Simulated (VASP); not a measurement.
# InGaO2 (P-4m2) in VASP: density of states with PBE

Aim: the density of states of InGaO2 with PBE.

All numbers are computed with VASP 6.6.1; they aren't measurements. Logs are shortened: lines on timing, memory, paths and dates and some standing lists are left out, and cuts for length are marked.

## (1) Starting point

The structure is tetragonal, space group P-4m2 (No. 115). The conventional cell has a = 3.148 Å, b = 3.148 Å, c = 6.258 Å, α = 90.00°, β = 90.00°, γ = 90.00°. Around In (site symmetry -4m2) lie 4 O at 2.61 Å. Ga (site symmetry -4m2) has 4 O at 1.89 Å as nearest neighbours. Around O (site symmetry 2mm) lie 2 Ga at 1.89 Å.

The cell was built by a generator and needn't be a form met in nature.

## (2) Density of states, PBE

Input file POSCAR:

```
InGaO2                                  
1.0
    3.1476954224      0.0000000000      0.0000000000
    0.0000000000      3.1476954224     -0.0000000000
    0.0000000000      0.0000000000      6.2578417251
  In              Ga              O             
     1     1     2
Direct
     1.0000000000000000    1.0000000000000000    0.0000000000000000
     0.5000000000000000    0.5000000000000000    0.5000000000000000
     0.0000000000000000    0.5000000000000000    0.3327460568950115
     0.5000000000000000    1.0000000000000000    0.6672539431049885
```

Input file INCAR.step1:

```
PREC     = Accurate       # precision mode
ENCUT    = 520            # plane-wave cutoff, eV
EDIFF    = 1E-6           # SCF threshold, eV
ISMEAR   = 0              # smearing method
SIGMA    = 0.1            # smearing width, eV
LREAL    = False          # projectors in reciprocal space
LASPH    = True           # aspherical terms in the spheres
NELM     = 100            # most SCF steps
ALGO     = Fast           # electronic algorithm
ISIF     = 2              # what is computed and relaxed
LWAVE    = False          # write WAVECAR
LCHARG   = True           # write CHGCAR
GGA      = PE             # functional
NBANDS   = 27             # bands
KPAR     = 4
```

Input file KPOINTS.step1:

```
regular mesh
0
Gamma
  10 10 6
```

Input file INCAR.step2:

```
PREC     = Accurate       # precision mode
ENCUT    = 520            # plane-wave cutoff, eV
EDIFF    = 1E-6           # SCF threshold, eV
ISMEAR   = -5             # smearing method
SIGMA    = 0.1            # smearing width, eV
LREAL    = False          # projectors in reciprocal space
LASPH    = True           # aspherical terms in the spheres
NELM     = 100            # most SCF steps
ALGO     = Fast           # electronic algorithm
ISIF     = 2              # what is computed and relaxed
LWAVE    = False          # write WAVECAR
LCHARG   = False          # write CHGCAR
GGA      = PE             # functional
LORBIT   = 11             # projections on sites
NBANDS   = 27             # bands
KPAR     = 4            
NEDOS    = 1001           # points of the DOS
ICHARG   = 11             # starting density
```

Input file KPOINTS.step2:

```
regular mesh
0
Gamma
  15 15 9
```

Potentials or basis: VASP PAW PBE potentials, release 64 (In_d, Ga_d, O).

Started as:

```
$ cat potpaw_PBE.64/In_d/POTCAR potpaw_PBE.64/Ga_d/POTCAR potpaw_PBE.64/O/POTCAR > POTCAR
$ cp INCAR.step1 INCAR
$ cp KPOINTS.step1 KPOINTS
$ mpirun -np 4 vasp_std > vasp.out
$ cp INCAR.step2 INCAR
$ cp KPOINTS.step2 KPOINTS
$ mpirun -np 4 vasp_std > vasp.out
```

OUTCAR:

```text
PREC = Accurate
   ENCUT = 520
   EDIFF = 1E-6
   ISMEAR = -5
   LREAL = False
   LASPH = True
   NELM = 100
   ISIF = 2
   GGA = PE
   LORBIT = 11
   ICHARG = 11

 ion  position               nearest neighbor table
   1  0.000  0.000  0.000-   3 2.61   4 2.61   3 2.61   4 2.61
   2  0.500  0.500  0.500-   3 1.89   4 1.89   4 1.89   3 1.89
   3  0.000  0.500  0.333-   2 1.89   2 1.89   1 2.61   1 2.61
   4  0.500  0.000  0.667-   2 1.89   2 1.89   1 2.61   1 2.61

  LATTYP: Found a simple tetragonal cell.
 ALAT       =     3.1476954224
 C/A-ratio  =     1.9880709171

  Lattice vectors:

 A1 = (   3.1476954224,   0.0000000000,   0.0000000000)
 A2 = (   0.0000000000,   3.1476954224,   0.0000000000)
 A3 = (   0.0000000000,   0.0000000000,   6.2578417251)

Analysis of symmetry for initial positions (statically):
=====================================================================
 Subroutine PRICEL returns:
 Original cell was already a primitive cell.

 Routine SETGRP: Setting up the symmetry group for a
 simple tetragonal supercell.

 Subroutine GETGRP returns: Found  8 space group operations
 (whereof  8 operations were pure point group operations)
 out of a pool of 16 trial point group operations.

The static configuration has the point symmetry D_2d.

Analysis of symmetry for dynamics (positions and initial velocities):
=====================================================================
 Subroutine PRICEL returns:
 Original cell was already a primitive cell.

 Routine SETGRP: Setting up the symmetry group for a
 simple tetragonal supercell.

 Subroutine GETGRP returns: Found  8 space group operations
 (whereof  8 operations were pure point group operations)
 out of a pool of 16 trial point group operations.

The dynamic configuration has the point symmetry D_2d.

 Subroutine INISYM returns: Found  8 space group operations
 (whereof  8 operations are pure point group operations),
 and found     1 'primitive' translations

----------------------------------------------------------------------------------------

                                     Primitive cell

  volume of cell :      62.0026

  direct lattice vectors                    reciprocal lattice vectors
[... 99 lines left out ...]
   ISIF   =      2    stress and relaxation
   ISYM   =      2    0-nonsym 1-usesym 2-fastsym
   POTIM  = 0.5000    time-step for ionic-motion
   TEBEG  =    0.0;   TEEND  =   0.0 temperature during run
   PSTRESS=    0.0 pullay stress
   NELECT =      38.0000    total number of electrons
   NUPDOWN=      -1.0000    fix difference up-down
   EMIN   =  10.00;   EMAX   =-10.00  energy-range for DOS
   EFERMI =   0.00;   METHOD = LEGACY
   ISMEAR =    -5;   SIGMA  =   0.10  broadening in eV -4-tet -1-fermi 0-gaus
   EFERMI_NEDOS =   21; number of points for ismear=-14 and -15
   IALGO  =     68    algorithm
   IMIX   =      4    mixing-type and parameters
     AMIX     =   0.40;   BMIX     =  1.00
     AMIX_MAG =   1.60;   BMIX_MAG =  1.00
  volume/ion in A,a.u.               =      15.50       104.60
  Fermi-wavevector in a.u.,A,eV,Ry     =   1.390591  2.627836 26.310170  1.933743
  Thomas-Fermi vector in A             =   2.514511
   LORBIT       =     11    0 simple, 1 ext, 2 COOP (PROOUT), +10 PAW based schemes
   GGA     = PE    functional components
   LHFCALC =     F    Hartree Fock is set to
   AEXX    =    0.0000 exact exchange contribution
   IVDW    =     0    specifies the selected vdW correction
   LEPSILON=     F    determine dielectric tensor
   LRPA    =     F    only Hartree local field effects (RPA)
 non-spin polarized calculation
 RMM-DIIS sequential band-by-band and
 Fermi weights with tetrahedron method with Bloechl corrections
  energy-cutoff  :      520.00
  volume of cell :       62.00
 maximum number of plane-waves:      1696
 NGX is ok and might be reduce to    24

 number of electron      37.9999997 magnetization

 Free energy of the ion-electron system (eV)
  ---------------------------------------------------
  ext. energy  EPLUGINS =         0.00000000
  ---------------------------------------------------
  free energy    TOTEN  =       -20.55354007 eV

  energy without entropy =      -20.55354007  energy(sigma->0) =      -20.55354007

 E-fermi :   5.2983     XC(G=0): -10.3555

 val. band max:        5.1863477675   @ k =   0.4667   0.0667   0.2222
 cond. band min:       5.3230634325   @ k =   0.4667   0.4000   0.0000
 fundamental gap:      0.1367156650
 Fermi energy:         5.2983491123

 k-point     1 :       0.0000    0.0000    0.0000
  band No.  band energies     occupation
      1     -14.0244      2.00000
      2     -13.3409      2.00000
      3      -9.5061      2.00000
      4      -9.2075      2.00000
      5      -9.2075      2.00000
      6      -9.1679      2.00000
[... 709 lines left out ...]
     26      14.9547      0.00000
     27      16.5193      0.00000

 [... further k-points ...]

------------------------ aborting loop because EDIFF is reached ----------------------------------------

  FORCE on cell =-STRESS in cart. coord.  units (eV):
  Direction    XX          YY          ZZ          XY          YZ          ZX
  --------------------------------------------------------------------------------------
  -------------------------------------------------------------------------------------
  Total       -0.1255528     -0.1255528     -0.1305031      0.0000000      0.0000000      0.0000000
  in kB       -3.2443456     -3.2443456     -3.3722633      0.0000000      0.0000000      0.0000000
  external PRESSURE =      -3.2869848 kB  Pullay stress =       0.0000000 kB

 VOLUME and BASIS-vectors are now :
 -----------------------------------------------------------------------------
  energy-cutoff  :      520.00
  volume of cell :       62.00
      direct lattice vectors                 reciprocal lattice vectors
     3.147695422  0.000000000  0.000000000     0.317692745  0.000000000  0.000000000
     0.000000000  3.147695422  0.000000000     0.000000000  0.317692745  0.000000000
     0.000000000  0.000000000  6.257841725     0.000000000  0.000000000  0.159799503

 POSITION                                       TOTAL-FORCE (eV/Angst)
 -----------------------------------------------------------------------------------
      0.00000      0.00000      0.00000         0.000000      0.000000      0.000000
      1.57385      1.57385      3.12892         0.000000      0.000000      0.000000
      0.00000      1.57385      2.08227         0.000000     -0.000000     -0.010762
      1.57385      0.00000      4.17557         0.000000      0.000000      0.010762
 -----------------------------------------------------------------------------------
    total drift:                               -0.000000      0.000000     -0.000000

  FREE ENERGIE OF THE ION-ELECTRON SYSTEM (eV)
  ---------------------------------------------------
  free  energy   TOTEN  =       -20.5535400716 eV

  energy  without entropy=      -20.5535400716  energy(sigma->0) =      -20.55354007

 total charge

# of ion       s       p       d       tot
------------------------------------------
    1        1.015   0.345   9.874  11.234
    2        0.733   0.800  10.220  11.753
    3        1.567   3.430   0.000   4.997
    4        1.567   3.430   0.000   4.997
--------------------------------------------------
tot          4.881   8.005  20.094  32.980
```

Wall time 1.8 min (4 MPI ranks of Intel Xeon Platinum 8488C (Sapphire Rapids), shared host); peak memory 0.38 GiB.

What came out:

```
Valence electrons inside the program's atomic spheres : In 11.23; Ga 11.75; O 5.00
```

States per cell in windows of 1 eV (zero at the Fermi level; states under -8 eV left out):
```
from (eV)  total  O3_p  O4_p  In1_p  In1_s  Ga2_p  Ga2_s
     -8.0   1.36  0.23  0.23   0.01   0.10   0.04   0.34
     -7.0   0.97  0.15  0.15   0.01   0.15   0.03   0.14
     -6.0   1.66  0.31  0.31   0.03   0.17   0.13   0.09
     -5.0   2.83  0.68  0.68   0.06   0.16   0.24   0.02
     -4.0   3.20  0.92  0.92   0.09   0.05   0.20   0.01
     -3.0   2.03  0.68  0.68   0.03   0.02   0.01   0.00
     -2.0   1.40  0.34  0.34   0.04   0.22   0.03   0.01
     -1.0   0.60  0.09  0.09   0.06   0.14   0.01   0.00
      0.0   0.57  0.04  0.04   0.14   0.06   0.01   0.01
      1.0   0.74  0.04  0.04   0.20   0.04   0.01   0.03
      2.0   0.78  0.05  0.05   0.17   0.05   0.02   0.04
      3.0   1.00  0.08  0.08   0.14   0.07   0.04   0.12
      4.0   1.09  0.10  0.10   0.13   0.06   0.06   0.15
      5.0   1.76  0.14  0.14   0.28   0.05   0.12   0.15
      6.0   1.69  0.12  0.12   0.31   0.03   0.16   0.11
      7.0   2.51  0.21  0.21   0.43   0.02   0.25   0.14
```

Caveat: tetrahedron occupations give inexact forces and stress in metals.
